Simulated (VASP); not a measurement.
A convergence study with VASP on Mg2Si (space group no. 225 when undisturbed): one setting is varied, all else stays as given below, so the limit is that of these other settings. One atom is moved off its site, so that forces are finite.

```
Mg2Si
1.0
    0.00000     3.16547     3.16547
    3.16547     0.00000     3.16547
    3.16547     3.16547     0.00000
Mg Si
2 1
Direct
  0.25000   0.25000   0.25000
  0.75000   0.75000   0.75000
  0.00790   0.00790   0.99210
```

Level of theory: LDA (Ceperley-Alder, Perdew-Zunger), VASP's LDA PAW potentials (set 64) (plane waves; VASP). The tightest run used: 720 eV cut-off, 7×7×7 Γ-centred mesh, Fermi-Dirac smearing of 0.010 eV, potentials Mg Si.

Gaps are read on the run's mesh, which can miss a band edge.

The settings run are ENCUT = 105; ENCUT = 120; ENCUT = 135; ENCUT = 150; ENCUT = 165; ENCUT = 180; ENCUT = 210; ENCUT = 240; ENCUT = 270; ENCUT = 330; ENCUT = 360; ENCUT = 405; ENCUT = 450; ENCUT = 525; ENCUT = 600; ENCUT = 720. From which on does the energy per atom stay within 0.001 eV/atom of the tightest run?

From ENCUT = 330 on: it is off by 0.0004 there and by no more than 0.001 in any finer run, while ENCUT = 270 is off by 0.0020.
| setting | E (eV/atom) | pressure (GPa) | gap on the mesh (eV) | plane waves | difference judged (eV/atom) |
|---|---|---|---|---|---|
| ENCUT = 105 | -3.3595 | -2.92 | 0.295 | 169 | 0.0078 |
| ENCUT = 120 | -3.3558 | -2.54 | 0.281 | 196 | 0.0114 |
| ENCUT = 135 | -3.3551 | -2.33 | 0.292 | 233 | 0.0121 |
| ENCUT = 150 | -3.3554 | -2.25 | 0.280 | 279 | 0.0118 |
| ENCUT = 165 | -3.3576 | -2.20 | 0.288 | 311 | 0.0096 |
| ENCUT = 180 | -3.3599 | -2.18 | 0.284 | 359 | 0.0073 |
| ENCUT = 210 | -3.3631 | -2.16 | 0.281 | 452 | 0.0041 |
| ENCUT = 240 | -3.3642 | -2.17 | 0.282 | 548 | 0.0030 |
| ENCUT = 270 | -3.3652 | -2.16 | 0.280 | 646 | 0.0020 |
| ENCUT = 330 | -3.3668 | -2.12 | 0.279 | 887 | 0.0004 |
| ENCUT = 360 | -3.3670 | -2.11 | 0.279 | 998 | 0.0002 |
| ENCUT = 405 | -3.3671 | -2.10 | 0.279 | 1211 | 0.0001 |
| ENCUT = 450 | -3.3671 | -2.11 | 0.279 | 1392 | 0.0001 |
| ENCUT = 525 | -3.3672 | -2.11 | 0.279 | 1759 | 0.0001 |
| ENCUT = 600 | -3.3672 | -2.11 | 0.279 | 2129 | 0.0000 |
| ENCUT = 720 | -3.3672 | -2.11 | 0.279 | 2802 | 0.0000 |

Left out are rungs that failed or repeat a setting and relaxations that didn't move; long series are thinned to 24 rows.

The structure is a typed Mg2Si crystal (space group no. 225). The cell was not relaxed at this level, it is distorted from the ideal structure.
